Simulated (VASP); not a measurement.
# CuB (Pm-3m) in VASP: band structure with r2SCAN

Aim: the band structure of CuB with r2SCAN.

Program: VASP 6.6.1. These are calculated values, not measurements. Logs are shortened: lines on timing, memory, paths and dates and some standing lists are left out, and cuts for length are marked.

## 1. The undisturbed crystal

It takes space group Pm-3m (No. 221, cubic). The conventional cell has a = 4.061 Å, b = 4.061 Å, c = 4.061 Å, α = 90.00°, β = 90.00°, γ = 90.00°. Cu (site symmetry 4/mmm) is surrounded by 4 B at 2.03 Å. B (site symmetry 4/mmm) is surrounded by 4 Cu at 2.03 Å.

The cell was built by a generator and needn't be a form met in nature.

## 2. Band structure, r2SCAN (volume scaled by 0.96)

File INCAR:

```
ALGO = Normal
EDIFF = 1E-6
ENCUT = 900
ISIF = 2
ISMEAR = -1
LASPH = T
LCHARG = F
LMAXMIX = 4
LMIXTAU = T
LREAL = F
LWAVE = F
METAGGA = R2SCAN
NELM = 100
PREC = Accurate
SIGMA = 0.05
```

File KPOINTS:

```
k-points
0
Gamma
  7 7 7
```

File POSCAR:

```
CuB
1.0
    4.0059669208      0.0000000000      0.0000000000
    0.0000000000      4.0059669208      0.0000000000
    0.0000000000      0.0000000000      4.0059669208
Cu B
3 3
Cartesian
    2.0029834604      0.0000000000      0.0000000000
    0.0000000000      2.0029834604      0.0000000000
    0.0000000000      0.0000000000      2.0029834604
    0.0000000000      2.0029834604      2.0029834604
    2.0029834604      0.0000000000      2.0029834604
    2.0029834604      2.0029834604      0.0000000000
```

File KPOINTS_OPT:

```
path GXMGRX,MR
15
line-mode
reciprocal
 0.0000000000  0.0000000000  0.0000000000  G
 0.0000000000  0.5000000000  0.0000000000  X

 0.0000000000  0.5000000000  0.0000000000  X
 0.5000000000  0.5000000000  0.0000000000  M

 0.5000000000  0.5000000000  0.0000000000  M
 0.0000000000  0.0000000000  0.0000000000  G

 0.0000000000  0.0000000000  0.0000000000  G
 0.5000000000  0.5000000000  0.5000000000  R

 0.5000000000  0.5000000000  0.5000000000  R
 0.0000000000  0.5000000000  0.0000000000  X

 0.5000000000  0.5000000000  0.0000000000  M
 0.5000000000  0.5000000000  0.5000000000  R
```

Potentials or basis: VASP PAW PBE potentials, release 64 (Cu, B_h).

The run is started by

```console
$ cat potpaw_PBE.64/Cu/POTCAR potpaw_PBE.64/B_h/POTCAR > POTCAR
$ mpirun -np 1 vasp_std > vasp.out
```

OUTCAR:

```text
EDIFF = 1E-6
   ENCUT = 900
   ISIF = 2
   ISMEAR = -1
   LASPH = T
   LREAL = F
   METAGGA = R2SCAN
   NELM = 100
   PREC = Accurate

 ion  position               nearest neighbor table
   1  0.500  0.000  0.000-   5 2.00   6 2.00   5 2.00   6 2.00
   2  0.000  0.500  0.000-   4 2.00   6 2.00   4 2.00   6 2.00
   3  0.000  0.000  0.500-   4 2.00   5 2.00   4 2.00   5 2.00
   4  0.000  0.500  0.500-   2 2.00   3 2.00   2 2.00   3 2.00
   5  0.500  0.000  0.500-   1 2.00   3 2.00   1 2.00   3 2.00
   6  0.500  0.500  0.000-   1 2.00   2 2.00   1 2.00   2 2.00

  LATTYP: Found a simple cubic cell.
 ALAT       =     4.0059669208

  Lattice vectors:

 A1 = (   4.0059669208,   0.0000000000,   0.0000000000)
 A2 = (   0.0000000000,   4.0059669208,   0.0000000000)
 A3 = (   0.0000000000,   0.0000000000,   4.0059669208)

Analysis of symmetry for initial positions (statically):
=====================================================================
 Subroutine PRICEL returns:
 Original cell was already a primitive cell.

 Routine SETGRP: Setting up the symmetry group for a
 simple cubic supercell.

 Subroutine GETGRP returns: Found 48 space group operations
 (whereof 48 operations were pure point group operations)
 out of a pool of 48 trial point group operations.

The static configuration has the point symmetry O_h .

Analysis of symmetry for dynamics (positions and initial velocities):
=====================================================================
 Subroutine PRICEL returns:
 Original cell was already a primitive cell.

 Routine SETGRP: Setting up the symmetry group for a
 simple cubic supercell.

 Subroutine GETGRP returns: Found 48 space group operations
 (whereof 48 operations were pure point group operations)
 out of a pool of 48 trial point group operations.

The dynamic configuration has the point symmetry O_h .

 Subroutine INISYM returns: Found 48 space group operations
 (whereof 48 operations are pure point group operations),
 and found     1 'primitive' translations

----------------------------------------------------------------------------------------

                                     Primitive cell

  volume of cell :      64.2868

  direct lattice vectors                    reciprocal lattice vectors
     4.005966921  0.000000000  0.000000000     0.249627623  0.000000000  0.000000000
     0.000000000  4.005966921  0.000000000     0.000000000  0.249627623  0.000000000
     0.000000000  0.000000000  4.005966921     0.000000000  0.000000000  0.249627623

  length of vectors
     4.005966921  4.005966921  4.005966921     0.249627623  0.249627623  0.249627623

  position of ions in fractional coordinates (direct lattice)
     0.500000000  0.000000000  0.000000000
     0.000000000  0.500000000  0.000000000
     0.000000000  0.000000000  0.500000000
     0.000000000  0.500000000  0.500000000
     0.500000000  0.000000000  0.500000000
     0.500000000  0.500000000  0.000000000

  ion indices of the primitive-cell ions
   primitive index   ion index
                 1           1
                 2           2
                 3           3
                 4           4
                 5           5
                 6           6

----------------------------------------------------------------------------------------

 KPOINTS: k-points

Automatic generation of k-mesh.
 Grid dimensions read from file:
 generate k-points for:    7    7    7

 Generating k-lattice:

  Cartesian coordinates                     Fractional coordinates (reciprocal lattice)
     0.035661089  0.000000000  0.000000000     0.142857143  0.000000000  0.000000000
     0.000000000  0.035661089  0.000000000     0.000000000  0.142857143  0.000000000
     0.000000000  0.000000000  0.035661089     0.000000000  0.000000000  0.142857143

  Length of vectors
     0.035661089  0.035661089  0.035661089

  Shift w.r.t. Gamma in fractional coordinates (k-lattice)
     0.000000000  0.000000000  0.000000000

 Subroutine IBZKPT returns following result:
 ===========================================

 Found     20 irreducible k-points:

 Following reciprocal coordinates:
            Coordinates               Weight
  0.000000  0.000000  0.000000      1.000000
  0.142857  0.000000  0.000000      6.000000
  0.285714  0.000000  0.000000      6.000000
  0.428571  0.000000  0.000000      6.000000
  0.142857  0.142857  0.000000     12.000000
  0.285714  0.142857  0.000000     24.000000
[... 12 lines left out ...]
  0.428571  0.428571  0.285714     24.000000
  0.428571  0.428571  0.428571      8.000000
   k-points           NKPTS =     20   k-points in BZ     NKDIM =     20   number of bands    NBANDS=     25
   number of dos      NEDOS =    301   number of ions     NIONS =      6
   total plane-waves  NPLWV =  64000
   dimension x,y,z NGX =    40 NGY =   40 NGZ =   40
   dimension x,y,z NGXF=    80 NGYF=   80 NGZF=   80
   ions per type =               3   3
   NGX,Y,Z   is equivalent  to a cutoff of  16.60, 16.60, 16.60 a.u.
   NGXF,Y,Z  is equivalent  to a cutoff of  33.20, 33.20, 33.20 a.u.
 SYSTEM =  unknown system
   PREC   = accura    normal or accurate (medium, high low for compatibility)
   ISTART =      0    job   : 0-new  1-cont  2-samecut
   ICHARG =      2    charge: 1-file 2-atom 10-const
   ISPIN  =      1    spin polarized calculation?
   LNONCOLLINEAR =      F non collinear calculations
   LSORBIT =      F    spin-orbit coupling
   LASPH  =      T    aspherical Exc in radial PAW
   ENCUT  =  900.0 eV  66.15 Ry    8.13 a.u.   9.80  9.80  9.80*2*pi/ulx,y,z
   NELM   =    100;   NELMIN=  2; NELMDL= -5     # of ELM steps
   EDIFF  = 0.1E-05   stopping-criterion for ELM
   LREAL  =      F    real-space projection
   EDIFFG = 0.1E-04   stopping-criterion for IOM
   NSW    =      0    number of steps for IOM
   IBRION =     -1    ionic relax: 0-MD 1-quasi-New 2-CG
   NFREE  =      0    steps in history (QN), initial steepest desc. (CG)
   ISIF   =      2    stress and relaxation
   ISYM   =      2    0-nonsym 1-usesym 2-fastsym
   POTIM  = 0.5000    time-step for ionic-motion
   TEBEG  =    0.0;   TEEND  =   0.0 temperature during run
   PSTRESS=    0.0 pullay stress
   NELECT =      42.0000    total number of electrons
   NUPDOWN=      -1.0000    fix difference up-down
   EMIN   =  10.00;   EMAX   =-10.00  energy-range for DOS
   EFERMI =   0.00;   METHOD = LEGACY
   ISMEAR =    -1;   SIGMA  =   0.05  broadening in eV -4-tet -1-fermi 0-gaus
   EFERMI_NEDOS =   21; number of points for ismear=-14 and -15
   IALGO  =     38    algorithm
   IMIX   =      4    mixing-type and parameters
     AMIX     =   0.40;   BMIX     =  1.00
     AMIX_MAG =   1.60;   BMIX_MAG =  1.00
  volume/ion in A,a.u.               =      10.71        72.30
  Fermi-wavevector in a.u.,A,eV,Ry     =   1.420531  2.684413 27.455291  2.017907
  Thomas-Fermi vector in A             =   2.541436
   LORBIT       =      0    0 simple, 1 ext, 2 COOP (PROOUT), +10 PAW based schemes
   METAGGA = R2SCAN    functional components
   LHFCALC =     F    Hartree Fock is set to
   AEXX    =    0.0000 exact exchange contribution
   IVDW    =     0    specifies the selected vdW correction
   LEPSILON=     F    determine dielectric tensor
   LRPA    =     F    only Hartree local field effects (RPA)
 non-spin polarized calculation
  energy-cutoff  :      900.00
  volume of cell :       64.29
 maximum number of plane-waves:      3962
 NGX is ok and might be reduce to    40
   NGX = 19   NGY = 19   NGZ = 19

 number of electron      41.9999979 magnetization

 Free energy of the ion-electron system (eV)
  ---------------------------------------------------
  ext. energy  EPLUGINS =         0.00000000
  ---------------------------------------------------
  free energy    TOTEN  =       -48.71424538 eV

  energy without entropy =      -48.69823045  energy(sigma->0) =      -48.70623791

 E-fermi :   7.0089     XC(G=0): -12.6271

 val. band max:        6.9415659007   @ k =   0.4286   0.4286   0.0000
 cond. band min:       7.0321702696   @ k =   0.2857   0.0000   0.0000
 fundamental gap:      0.0906043689
 Fermi energy:         7.0088982131

 k-point     1 :       0.0000    0.0000    0.0000
  band No.  band energies     occupation
      1      -5.5476      2.00000
      2      -0.9538      2.00000
      3      -0.9538      2.00000
      4       1.7692      2.00000
      5       1.9940      2.00000
      6       1.9940      2.00000
[... 17 lines left out ...]
     24       7.5152      0.00008
     25      10.6768      0.00000

 k-point     2 :       0.1429    0.0000    0.0000
  band No.  band energies     occupation
      1      -5.3714      2.00000
      2      -1.1579      2.00000
      3      -0.8283      2.00000
      4       1.7461      2.00000
      5       1.8938      2.00000
      6       1.8938      2.00000
[... 17 lines left out ...]
     24       7.5336      0.00006
     25      10.9831      0.00000

 k-point     3 :       0.2857    0.0000    0.0000
  band No.  band energies     occupation
      1      -4.8524      2.00000
      2      -1.8593      2.00000
      3      -0.4817      2.00000
      4       1.2000      2.00000
      5       1.7062      2.00000
      6       1.7062      2.00000
[... 440 lines left out ...]
 k-point    19 :       0.4286    0.4286    0.2857
  band No.  band energies     occupation
      1      -2.0384      2.00000
      2      -1.3736      2.00000
      3      -0.7586      2.00000
      4       0.3133      2.00000
      5       0.5563      2.00000
      6       0.9183      2.00000
[... 17 lines left out ...]
     24      11.5806      0.00000
     25      12.1641      0.00000

 k-point    20 :       0.4286    0.4286    0.4286
  band No.  band energies     occupation
      1      -1.3288      2.00000
      2      -0.6042      2.00000
      3      -0.6042      2.00000
      4      -0.0165      2.00000
      5       0.3850      2.00000
      6       0.3850      2.00000
[... 17 lines left out ...]
     24      12.7662      0.00000
     25      12.7662      0.00000

------------------------ aborting loop because EDIFF is reached ----------------------------------------

  FORCE on cell =-STRESS in cart. coord.  units (eV):
  Direction    XX          YY          ZZ          XY          YZ          ZX
  --------------------------------------------------------------------------------------
  -------------------------------------------------------------------------------------
  Total        1.3273379      1.3273379      1.3273379      0.0000000     -0.0000000     -0.0000000
  in kB       33.0803417     33.0803417     33.0803417      0.0000000     -0.0000000     -0.0000000
  external PRESSURE =      33.0803417 kB  Pullay stress =       0.0000000 kB

 VOLUME and BASIS-vectors are now :
 -----------------------------------------------------------------------------
  energy-cutoff  :      900.00
  volume of cell :       64.29
      direct lattice vectors                 reciprocal lattice vectors
     4.005966921  0.000000000  0.000000000     0.249627623  0.000000000  0.000000000
     0.000000000  4.005966921  0.000000000     0.000000000  0.249627623  0.000000000
     0.000000000  0.000000000  4.005966921     0.000000000  0.000000000  0.249627623

 POSITION                                       TOTAL-FORCE (eV/Angst)
 -----------------------------------------------------------------------------------
      2.00298      0.00000      0.00000         0.000000      0.000000      0.000000
      0.00000      2.00298      0.00000         0.000000      0.000000      0.000000
      0.00000      0.00000      2.00298         0.000000      0.000000      0.000000
      0.00000      2.00298      2.00298         0.000000      0.000000      0.000000
      2.00298      0.00000      2.00298         0.000000      0.000000      0.000000
      2.00298      2.00298      0.00000         0.000000      0.000000      0.000000
 -----------------------------------------------------------------------------------
    total drift:                               -0.000000      0.000000     -0.000000

  FREE ENERGIE OF THE ION-ELECTRON SYSTEM (eV)
  ---------------------------------------------------
  free  energy   TOTEN  =       -48.7142453780 eV

  energy  without entropy=      -48.6982304497  energy(sigma->0) =      -48.70623791
```

Wall time 5.6 min (1 thread of Intel Xeon 6975P-C (Granite Rapids), shared host); peak memory 0.29 GiB.

What came out:

```yaml
Free_energy: -48.7142 eV
Pressure: 3.3 GPa
Band_gap_along_the_path: none (metal or under the smearing width)
```

Levels at the corners of the path, in eV from the Fermi level:
```csv
point,band 18,band 19,band 20,band 21,band 22,band 23,band 24,band 25
Γ,-3.32,-3.32,-0.44,-0.44,0.51,0.51,0.51,3.67
X,-1.49,-1.49,-0.98,-0.93,-0.93,0.56,1.49,2.72
X,-1.49,-1.49,-0.98,-0.93,-0.93,0.56,1.49,2.72
M,-3.02,-3.02,-0.09,-0.09,0.94,2.29,2.29,2.36
M,-3.02,-3.02,-0.09,-0.09,0.94,2.29,2.29,2.36
Γ,-3.32,-3.32,-0.44,-0.44,0.51,0.51,0.51,3.67
Γ,-3.32,-3.32,-0.44,-0.44,0.51,0.51,0.51,3.67
R,-3.57,-1.86,-1.86,-1.86,-1.46,-1.09,6.09,6.09
R,-3.57,-1.86,-1.86,-1.86,-1.46,-1.09,6.09,6.20
X,-1.49,-1.49,-0.98,-0.93,-0.93,0.56,1.49,2.72
M,-3.02,-3.02,-0.09,-0.09,0.94,2.29,2.29,2.36
R,-3.57,-1.86,-1.86,-1.86,-1.46,-1.09,6.09,6.25
```

Caveat: the PAW data sets were made with another functional, which shifts forces and pressure a little.
